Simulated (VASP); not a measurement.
A VASP calculation is set up with these files.

INCAR:
```
SYSTEM = W
PREC = Accurate; ENCUT = 480; LREAL = .FALSE.
LASPH = .TRUE.
EDIFF = 1E-7; NELM = 100; ALGO = Normal
LMAXMIX = 6
ISMEAR = 1; SIGMA = 0.1
GGA = PS
ISIF = 2
LWAVE = .FALSE.; LCHARG = .FALSE.
```

**KPOINTS**
```
Automatic mesh
0
Gamma
16 16 16
0 0 0
```

POSCAR:
```
W
1
   -1.6022514156     1.6022514156     1.6022514156
    1.6022514156    -1.6022514156     1.6022514156
    1.6022514156     1.6022514156    -1.6022514156
W
1
Direct
  0.0000000000   0.0000000000   0.0000000000
```

POTCAR, in this order: W_sv (PBE.64 set). Program: vasp_std.

Q: Write an equivalent input for Quantum ESPRESSO's pw.x.

A: One equivalent input (not run):
```
&CONTROL
  calculation = 'scf'
  pseudo_dir = './pseudo'
  outdir = './out'
  tprnfor = .true.
  tstress = .true.
/
&SYSTEM
  ibrav = 0
  nat = 1
  ntyp = 1
  ecutwfc = 74
  occupations = 'smearing'
  smearing = 'methfessel-paxton'
  degauss = 0.00735
  input_dft = 'pbesol'
/
&ELECTRONS
  conv_thr = 7.3e-09
  electron_maxstep = 100
/
ATOMIC_SPECIES
  W 183.840 W.upf
CELL_PARAMETERS angstrom
    -1.6022514    1.6022514    1.6022514
     1.6022514   -1.6022514    1.6022514
     1.6022514    1.6022514   -1.6022514
ATOMIC_POSITIONS crystal
  W    0.0000000  0.0000000  0.0000000
K_POINTS automatic
  16 16 16 0 0 0
```
The two are equivalent in intent, not identical: the potentials are each code's own (VASP's PAW set, PseudoDojo norm-conserving files in pw.x), so ENCUT and ecutwfc are chosen apart and not converted; conv_thr bounds pw.x's estimated SCF error, while EDIFF bounds the energy change between steps.

The compound is W in the bcc structure. This cell was strained or had an atom moved on purpose.
